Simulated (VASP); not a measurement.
Here is the system:

```xyz
8
Lattice="5.3330 0.0000 0.0000 0.0000 5.3330 0.0000 0.0000 0.0000 5.3330" Properties=species:S:1:pos:R:3 pbc="T T T"
Pb     0.0000     0.0000     0.0000
Pb     2.6665     2.6665     2.6665
Nb     1.3333     0.0000     2.6665
Nb     2.6665     3.9998     0.0000
Nb     3.9998     0.0000     2.6665
Nb     2.6665     1.3333     0.0000
Nb     0.0000     2.6665     3.9998
Nb     0.0000     2.6665     1.3333
```

The numbers are results of LDA (Ceperley-Alder, Perdew-Zunger), VASP's LDA PAW potentials (set 64) (plane waves; VASP), not measurements. Numerical set-up: 300 eV cut-off, 4×4×4 Γ-centred mesh, Fermi-Dirac smearing of 0.14 eV, potentials Pb_d Nb_sv.

At this cut-off the stress carries a Pulay error, which pulls relaxed volumes low. Energy and stress use the plane-wave basis of the starting cell.

The ions, cell shape and volume are relaxed. What does this cell relax into?

```xyz
8
Lattice="5.2608 0.0000 0.0000 0.0000 5.2608 0.0000 0.0000 0.0000 5.2608" Properties=species:S:1:pos:R:3 pbc="T T T"
Pb     5.2608     5.2608     5.2608
Pb     2.6304     2.6304     2.6304
Nb     1.3152     5.2608     2.6304
Nb     2.6304     3.9456     5.2608
Nb     3.9456     5.2608     2.6304
Nb     2.6304     1.3152     0.0000
Nb     5.2608     2.6304     3.9456
Nb     0.0000     2.6304     1.3152
```
Space group Pm-3n (223), at a tolerance of 0.03 Å.

How do energy and volume change from the first to the last step?

The energy (σ→0) changes by -18.1 meV/atom and the volume by -4.0 %, in 4 ionic steps.

The structure comes from a measured Nb3Pb entry (Pm-3n) of the Crystallography Open Database, whose conditions weren't checked. This run relaxes it. Symmetry was kept, so distortions that lower it aren't found. The run is one of a series of settings (EDIFFG = -0.01, IBRION = 2, ISIF = 3, NSW = 50 against the base run), some of them coarse on purpose.
